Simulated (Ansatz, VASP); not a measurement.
# MgS (Niningerite) in two plane-wave programs

One calculation is typed for both programs; each brings its own data sets and cutoff. How far apart do they land? The cell is taken from a series of VASP runs on this material, whose earlier steps may have relaxed, scaled or displaced it; both programs get it as it stands.

Method: plane waves, with VASP 6.6.1 beside it; relaxation of cell and atoms at PBEsol with D3(BJ), in Ansatz 0.2.0.

## (1) The structure

Symmetry: Fm-3m, No. 225, cubic system. Conventional cell: a = 5.114 Å, b = 5.114 Å, c = 5.114 Å, α = 90.00°, β = 90.00°, γ = 90.00°. Nearest to S lie 6 Mg at 2.56 Å. Nearest to Mg lie 6 S at 2.56 Å. Farther neighbours and most contacts between anions are not listed.

## (2) VASP: relaxation of cell and atoms, PBEsol with D3(BJ)

The relaxed volume is the usual yardstick between codes: its relative difference is about their pressure difference at one cell divided by the bulk modulus.

Lines of VASP's logs that name or quote its potential files are left out, and so is its time.

INCAR

```
SYSTEM = MgS
PREC = Accurate
ENCUT = 450
EDIFF = 1E-06
NELM = 100
ISMEAR = 0
SIGMA = 0.03
LREAL = .FALSE.
ALGO = Normal
GGA = PS
IVDW = 12
NBANDS = 10
LORBIT = 11
LWAVE = .FALSE.
LCHARG = .FALSE.
KPAR = 4
IBRION = 2
NSW = 50
ISIF = 3
EDIFFG = -0.006
```

POSCAR

```
MgS
1.0
    0.0000000000      2.5572391993      2.5572391993
    2.5572391993      0.0000000000      2.5572391993
    2.5572391993      2.5572391993      0.0000000000
S Mg
1 1
Direct
    0.5000000000      0.5000000000      0.5000000000
    0.0000000000      0.0000000000      0.0000000000
```

KPOINTS

```
Automatic mesh
0
Gamma
8 8 8
0 0 0
```

The projector-augmented-wave data sets are S and Mg (PBE family, release 64).

Command:

```sh
mpirun -np 4 vasp_std
```

Numbers of over 12 decimals in the logs are rounded to 6 here.

The program printed:

```text
[banner, memory and clock lines left out]
running    4 mpi-ranks, on    1 nodes
 distrk:  each k-point on    1 cores,    4 groups
 distr:  one band on    1 cores,    1 groups

 POSCAR found type information on POSCAR S Mg
 POSCAR found :  2 types and       2 ions
|                                                                             |
|               ----> ADVICE to this user running VASP <----                  |
|                                                                             |
|     You enforced a specific xc type in the INCAR file but a different       |
|     [... a line on the potential file left out ...]
|     I HOPE YOU KNOW WHAT YOU ARE DOING!                                     |
|                                                                             |

 LDA part: xc-table for (Slater+PW92), standard interpolation
 POSCAR, INCAR and KPOINTS ok, starting setup
 FFT: planning ... GRIDC
 FFT: planning ... GRID_SOFT
 FFT: planning ... GRID
 WAVECAR not read
 entering main loop
       N       E                     dE             d eps       ncg     rms          rms(c)
DAV:   1     0.186612098051E+02    0.18661E+02   -0.33038E+03   596   0.573E+02
DAV:   2    -0.829135034758E+01   -0.26953E+02   -0.25965E+02   754   0.100E+02
DAV:   3    -0.941035705415E+01   -0.11190E+01   -0.11171E+01   716   0.217E+01
DAV:   4    -0.941741571617E+01   -0.70587E-02   -0.70579E-02   716   0.203E+00
DAV:   5    -0.941746649703E+01   -0.50781E-04   -0.50781E-04   732   0.161E-01    0.435E+00
DAV:   6    -0.910538591213E+01    0.31208E+00   -0.66799E-01   624   0.348E+00    0.330E+00
DAV:   7    -0.906477505349E+01    0.40611E-01   -0.18814E-01   652   0.199E+00    0.200E+00
DAV:   8    -0.906250514486E+01    0.22699E-02   -0.88977E-03   652   0.591E-01    0.700E-01
DAV:   9    -0.906235166452E+01    0.15348E-03   -0.38260E-04   636   0.121E-01    0.289E-01
DAV:  10    -0.906234826943E+01    0.33951E-05   -0.12852E-04   652   0.543E-02    0.181E-02
DAV:  11    -0.906234744142E+01    0.82801E-06   -0.33194E-06   646   0.102E-02
   1 F= -.96963688E+01 E0= -.96963688E+01  d E =-.969637E+01
 curvature:   0.00 expect dE= 0.000E+00 dE for cont linesearch  0.000E+00
 trial: gam= 0.00000 g(F)=  0.109E-59 g(S)=  0.531E-07 ort = 0.000E+00 (trialstep = 0.100E+01)
 search vector abs. value=  0.532E-07
 reached required accuracy - stopping structural energy minimisation
```

Parts of OUTCAR (step 2):

```text
ion  position               nearest neighbor table
   1  0.500  0.500  0.500-   2 2.56   2 2.56   2 2.56   2 2.56   2 2.56   2 2.56
   2  0.000  0.000  0.000-   1 2.56   1 2.56   1 2.56   1 2.56   1 2.56   1 2.56

  LATTYP: Found a face centered cubic cell.
 ALAT       =     5.1144783986

 Subroutine GETGRP returns: Found 48 space group operations
 (whereof 48 operations were pure point group operations)

The static configuration has the point symmetry O_h .

 Found     29 irreducible k-points:

   k-points           NKPTS =     29   k-points in BZ     NKDIM =     29   number of bands    NBANDS=     10

   dimension x,y,z NGX =    28 NGY =   28 NGZ =   28
   dimension x,y,z NGXF=    56 NGYF=   56 NGZF=   56

   ENCUT  =  450.0 eV  33.07 Ry    5.75 a.u.   6.26  6.26  6.26*2*pi/ulx,y,z

   NELECT =       8.0000    total number of electrons

 k-points in reciprocal lattice and weights: Automatic mesh
   0.00000000  0.00000000  0.00000000       0.002
   0.12500000  0.00000000  0.00000000       0.016
   0.25000000  0.00000000  0.00000000       0.016
   0.37500000  0.00000000  0.00000000       0.016
   0.50000000  0.00000000  0.00000000       0.008
   0.12500000  0.12500000  0.00000000       0.012
   0.25000000  0.12500000  0.00000000       0.047
   0.37500000  0.12500000  0.00000000       0.047
   0.50000000  0.12500000  0.00000000       0.047
[...]
-0.37500000  0.50000000  0.12500000       0.023
  -0.25000000  0.50000000  0.25000000       0.012

 average (electrostatic) potential at core
       1 -85.7765       2 -35.9619

 E-fermi :   4.2734

 k-point     1 :       0.0000    0.0000    0.0000
  band No.  band energies     occupation
      1      -8.8401      2.00000
      2       4.1510      2.00000
      3       4.1510      2.00000
      4       4.1510      2.00000
      5       8.1606      0.00000
      6      11.9667      0.00000
      7      11.9667      0.00000
      8      11.9667      0.00000
      9      14.5155      0.00000
    ...

 k-point     2 :       0.1250    0.0000    0.0000
  band No.  band energies     occupation
      1      -8.6746      2.00000
      2       3.0467      2.00000
      3       4.0362      2.00000
      4       4.0362      2.00000
      5       8.9419      0.00000
      6      11.6879      0.00000
      7      12.2442      0.00000
      8      12.2442      0.00000
      9      13.8991      0.00000
    ...

 k-point     3 :       0.2500    0.0000    0.0000
  band No.  band energies     occupation
      1      -8.2230      2.00000
      2       1.1696      2.00000
      3       3.7880      2.00000
      4       3.7880      2.00000
      5       9.1615      0.00000
      6      11.9410      0.00000
      7      11.9410      0.00000
      8      12.6670      0.00000
      9      14.4593      0.00000
    ...

 Edisp (eV)   -0.63402

  Total      -0.00086    -0.00086    -0.00086     0.00000    -0.00000     0.00000
  in kB      -0.04103    -0.04103    -0.04103     0.00000    -0.00000     0.00000
  external pressure =       -0.04 kB  Pullay stress =        0.00 kB

  energy-cutoff  :      450.00
  volume of cell :       33.45
      direct lattice vectors                 reciprocal lattice vectors
     0.000000000  2.557239199  2.557239199    -0.195523360  0.195523360  0.195523360
     2.557239199  0.000000000  2.557239199     0.195523360 -0.195523360  0.195523360
     2.557239199  2.557239199  0.000000000     0.195523360  0.195523360 -0.195523360

 POSITION                                       TOTAL-FORCE (eV/Angst)
 -----------------------------------------------------------------------------------
      2.55724      2.55724      2.55724         0.000000      0.000000      0.000000
      0.00000      0.00000      0.00000        -0.000000     -0.000000     -0.000000
 -----------------------------------------------------------------------------------
    total drift:                                0.000000      0.000000      0.000000

  FREE ENERGIE OF THE ION-ELECTRON SYSTEM (eV)
  ---------------------------------------------------
  free  energy   TOTEN  =        -9.6963687966 eV

  energy  without entropy=       -9.6963687966  energy(sigma->0) =       -9.69636880

 reached required accuracy - stopping structural energy minimisation

 total charge
# of ion       s       p       d       tot
------------------------------------------
    1        1.308   2.505   0.000   3.813
    2        0.142   0.141   0.045   0.329
--------------------------------------------------
tot          1.451   2.646   0.045   4.142

[... 3 further parts left out ...]
```

## (3) Ansatz: relaxation of cell and atoms, PBEsol with D3(BJ)

Ansatz runs on its default PAW (the set named soft_2) files.

The same cell, functional, mesh and smearing now go to Ansatz, which takes its cutoff from its data sets.

input.yaml

```yaml
crystal:
  lattice:
    - [0.0, 2.5572391993, 2.5572391993]
    - [2.5572391993, 0.0, 2.5572391993]
    - [2.5572391993, 2.5572391993, 0.0]
  atoms:
    - { symbol: S, position: [0.5, 0.5, 0.5] }
    - { symbol: Mg, position: [0.0, 0.0, 0.0] }
hamiltonian:
  xc: pbesol
  pseudopotentials: { kind: paw }
  dispersion: d3bj
kpoints:
  mp_grid: { grid: [8, 8, 8] }
scf:
  occupations: { method: gaussian, width: 0.03 }
relax:
  f_tol: 0.01
  max_steps: 60
  cell: { stress_tol: 0.05 }
output:
  forces: true
  stress: true
  write_density: true
  write_potential: true
  elf: true
  volumetric_format: npy
```

Command:

```sh
ansatz run input.yaml --threads 4 --pin off --max-ram 9216MiB --backend cpu --events-out ev --progress --plain --runs-dir out
```

The program printed:

```text
Engine: ansatz 0.2.0, x86_64-unknown-linux-gnu
Pseudopotentials: kind: paw
Pseudopotential: S, paw, valence charge 6, recommended cutoff 420 eV (normal), S.paw.azcp
Pseudopotential: Mg, paw, valence charge 10, recommended cutoff 420 eV (normal), Mg.paw.azcp
Functional definition: PBEsol
  exchange = pbesol_x
  correlation = pbesol_c
Crystal: 2 atoms, lattice volume = 33.446 Å³
Basis set: ecut = 420 eV, 645 PW (Γ), exchange–correlation on 50×50×50 points (8 copies of the dense FFT grid, shifted against one another)
Bands: 12, of which v1, the nominal top of the filled ones, is band 8 counted from 1 (7 counted from 0)
Symmetry: 48 space group operations
Space group: Fm-3m (ITA 225), of the structure as read, at distance tolerance 3.2e-5 Å
k-points: 29 of 512
Non-local potential: S, projectors of the file, l = 0: 2, l = 1: 2, l = 2: 2
Non-local potential: Mg, projectors of the file, l = 0: 3, l = 1: 2, l = 2: 1
PAW form: soft (Blöchl's): semilocal exchange-correlation on the pseudo side does not see the compensation charge
PAW frozen core: S, regenerated for the run's functional, and the local potential with it (the file was generated under x = pbe(κ = 0.804, μ = 0.219515), c = pbe(β = 0.066725))
PAW frozen core: Mg, regenerated for the run's functional, and the local potential with it (the file was generated under x = pbe(κ = 0.804, μ = 0.219515), c = pbe(β = 0.066725))
PAW one-centre angular grid: S, 110 points (default); XC on 64 Gauss nodes
PAW one-centre angular grid: Mg, 110 points (default); XC on 64 Gauss nodes
Initial density: superposition of atomic densities (neutral atoms: chi_scale 0, normalization atom), corrected by the library's trained network
Initial wavefunctions: pseudopotential atomic-orbital guess
Functional: x = pbesol(κ = 0.804, μ = 0.123457), c = pbesol(β = 0.046)
SCF iter   1: F=—  HF=-2800.541095 eV  |F-HF|=—  |Δ(HF+E_count)|=         —  Δρ=4.05e-3  dr2=7.39e-3  ethr=1.77e-3  ⟨swp⟩=6.2  Hψ=2092  notcnv=0
preconditioner: auto → none  [insulator: Δε(μ)=2.741 eV  Ē_g=11.945 eV  σ=0.030 eV  W_gap=1.00  n_scr=8 (ndim 8)  ℏωp=18.2 eV  f_vac=0.000  D(μ)=0.00/eV (n_scr^D=0)  ε∞_Penn≈3.3]
SCF iter   2: F=—  HF=-2800.538308 eV  |F-HF|=—  |Δ(HF+E_count)|=   2.79e-3  Δρ=1.23e-3  dr2=3.24e-4  ethr=4.62e-5  ⟨swp⟩=2.1  Hψ=794  notcnv=0
SCF iter   3: F=—  HF=-2800.538312 eV  |F-HF|=—  |Δ(HF+E_count)|=   3.26e-6  Δρ=4.01e-4  dr2=3.01e-5  ethr=2.03e-6  ⟨swp⟩=2.2  Hψ=525  notcnv=0
SCF iter   4: F=—  HF=-2800.538331 eV  |F-HF|=—  |Δ(HF+E_count)|=   1.97e-5  Δρ=4.61e-5  dr2=3.88e-7  ethr=1.88e-7  ⟨swp⟩=1.0  Hψ=348  notcnv=0
iter 5 did not close the SCF: its close was put off for the readings that it lacked (scf_convergence_deferred on its scf_iter line)
SCF iter   5: F=-2800.538332 eV  HF=-2800.538332 eV  |F-HF|=9.55e-12  |Δ(HF+E_count)|=   3.38e-7  Δρ=4.99e-6  dr2=3.01e-9  ethr=2.42e-9  ⟨swp⟩=2.5  Hψ=502  notcnv=0
SCF iter   6: F=-2800.538332 eV  HF=-2800.538332 eV  |F-HF|=3.92e-10  |Δ(HF+E_count)|=   1.01e-9  Δρ=1.22e-6  dr2=3.07e-10  ethr=1.88e-11  ⟨swp⟩=4.9  Hψ=1807  notcnv=0
SCF 1 converged in 6 iterations: F = -2800.538332 eV  dr2 = 3.07e-10
  greatest PAW one-centre occupation: 1.000 electrons in one spin orbital (limit 2), on the Mg atom at site 1 (counted from 0), in its partial waves of l = 0
relax step   1: F+E_penalty+E_count = -2800.53833174 eV  Δ(F+E_penalty+E_count) = +0.000e0 eV  max|allowed force component| = 8.875e-30 eV/Å  Δτ_max = 0.0000 Å  P = +0.209 GPa  Ω = 33.446 Å³  (6 SCF iters, dr2 threshold 1.00e-7 eV, accepted)
[...]
relax step   2: F+E_penalty+E_count = -2800.53838014 eV  Δ(F+E_penalty+E_count) = -4.840e-5 eV  max|allowed force component| = 9.335e-30 eV/Å  Δτ_max = 0.0000 Å  P = +0.049 GPa  Ω = 33.509 Å³  energy of the carried Pulay correction = -2.405e-6 eV  (3 SCF iters, dr2 threshold 1.09e-7 eV, accepted)
[...]
relax step   3: F+E_penalty+E_count = -2800.53838373 eV  Δ(F+E_penalty+E_count) = -3.594e-6 eV  max|allowed force component| = 1.190e-29 eV/Å  Δτ_max = 0.0000 Å  P = +0.049 GPa  Ω = 33.509 Å³  stress off target by 4.92e-2 GPa  SCF on the basis re-selected at this cell (its energy is not comparable with the rows above)  (5 SCF iters)
basis re-selected at this cell: Δ(F+E_penalty+E_count) = -3.594e-6 eV, ΔP = -0.000 GPa vs the last step (what re-selecting the basis moved, of the pressure what is left beyond the Pulay correction that the steps carried, after the strain that the cell walked since its last selection, with what the two solves' SCF thresholds leave and, on support functions, any second-order correction that the steps lacked; it is no m [...]
SCF converged after 5 iterations
Free energy (F): -2800.538384 eV
Harris-Foulkes:  -2800.538384 eV  (|F-HF|=6.37e-12)
Internal energy: -2800.538384 eV  (E = F + TS)
E sigma→0 (E₀):  -2800.538384 eV
Fermi energy:    8.326093 eV
--- Per-component energies (eV) ---
  E_band       = -321.766629
  E_kinetic    = 186.173942
  E_local      = -1640.741837  (includes V_loc(G=0)·N_el)
  E_nonlocal   = 124.316067
  E_hartree    = 583.890797
  E_xc         = -126.910901
  E_vxc        = -127.365030  (∫ρ·V_xc dr)
  E_paw        = -865.555052  (= ΣΔE_a)
  E_vpaw       = -31.931372  (= ΣTr[D̂ρ^β])
  E_aug_tail   = 0.000001  (compensation charges beyond the density's cutoff)
  E_ewald      = -1061.199248
  E_disp       = -0.632964  (pairwise vdW)
  E_core_change = 0.120812  (= ΣΔE_core)
  E_smearing   = -0.000000  (= −TS)
  E_closure    = 0.000000  (closes the sum)
  Σ components = -2800.538384   (vs F -2800.538384, Δ=0.00e0)
--- Forces (eV/Å), atoms counted from 1 ---
  atom   1  S      0.00000000    -0.00000000    -0.00000000
  atom   2  Mg    -0.00000000     0.00000000     0.00000000
  max |Σ_I F_I| component: 2.04e-29 eV/Å
--- Stress (GPa, compression-positive) ---
        0.049201      -0.000000      -0.000000
       -0.000000       0.049201      -0.000000
       -0.000000      -0.000000       0.049201
  P = ⅓ Tr σ = 0.0492 GPa (0.492 kbar)
--- Band table (eV; the first three rows and the last of 29) ---
  k-point 0: bands = [... 4 lower, -6.0497, 6.9262, 6.9262, 6.9262, 10.9187, 14.7015, 14.7015, 14.7015]
  k-point 1: bands = [... 4 lower, -5.8835, 5.8247, 6.8123, 6.8123, 11.7005, 14.4297, 14.9748, 14.9748]
  k-point 2: bands = [... 4 lower, -5.4308, 3.9536, 6.5661, 6.5661, 11.9228, 14.6729, 14.6729, 15.4081]
  k-point 28: bands = [... 4 lower, -4.1190, 3.4300, 3.4300, 4.3920, 12.3143, 14.8087, 14.8087, 15.0751]
--- Relaxed structure (2 steps of the walk, 2 accepted, 1 SCFs on fresh bases) ---
  F+E_penalty+E_count = -2800.53838373 eV   max|allowed force component| = 1.190e-29 eV/Å   (the final SCF, on the basis selected at the relaxed cell)
  cell:  # Å, volume = 33.5091 Å³
    - [0, 2.558847, 2.558847]
    - [2.558847, 0, 2.558847]
    - [2.558847, 2.558847, 0]
  atoms:
    - { symbol: S, position: [0.500000, 0.500000, 0.500000] }
    - { symbol: Mg, position: [0, 0, 0] }
```

It took 0.92 s on 4 threads of AMD EPYC 7B13 (Zen 3), shared host; peak memory 0.36 GiB; 2.4 s of CPU time.

## (4) Differences

Known differences besides the potentials themselves: both relaxations stop at a tolerance, which leaves soft axes loose, and VASP keeps its plane-wave basis; the data sets hold 16 valence electrons in Ansatz (default PAW (the set named soft_2) files) and 8 in VASP; the cutoff is 420 eV in Ansatz and 450 eV in VASP; Ansatz makes its cores anew for this functional, VASP keeps those of its PBE data sets; VASP leaves aspherical gradient terms in its spheres out (LASPH is not set), Ansatz keeps them; Ansatz adds a Pulay correction to the stress that steers its cell, VASP none. Total energies have different zeros and are not compared.

The two programs side by side:

| quantity | Ansatz | VASP | difference |
| --- | --- | --- | --- |
| volume (Å³) | 33.51 | 33.45 | +0.19 % |
| edge a after relaxation, in the typed setting (Å) | 3.619 | 3.616 | +0.06 % |

The walks stopped with 0.05 GPa left in Ansatz and 0.00 GPa in VASP; each walk ends within a tolerance, so the volume difference is uncertain by about these residues over the bulk modulus, most in soft cells.

## (5) Summary of results

```json
{
  "difference in volume (relaxation of cell and atoms, PBEsol with D3(BJ))": "0.19 %"
}
```

In words: The difference in volume is 0.19 % (relaxation of cell and atoms, PBEsol with D3(BJ)), within the 1.2 % picked in this series as the mark of a large difference, as far as the stopping tolerances let one tell. How closely two codes agree says nothing of how well the functional describes the real material.

[Lines on the potential files, build, host, timing and source positions are cut from VASP's logs without a mark.]

[Logs are printed without paths, hosts, clocks, repeated set-up lines and the standing remarks that a program may print on its own settings, such as how far it seeks lower states.]

[Hosts, paths, dates, database ids (printed as entryN), source tags and the programs' standing remarks are cut or masked in the printed files.]
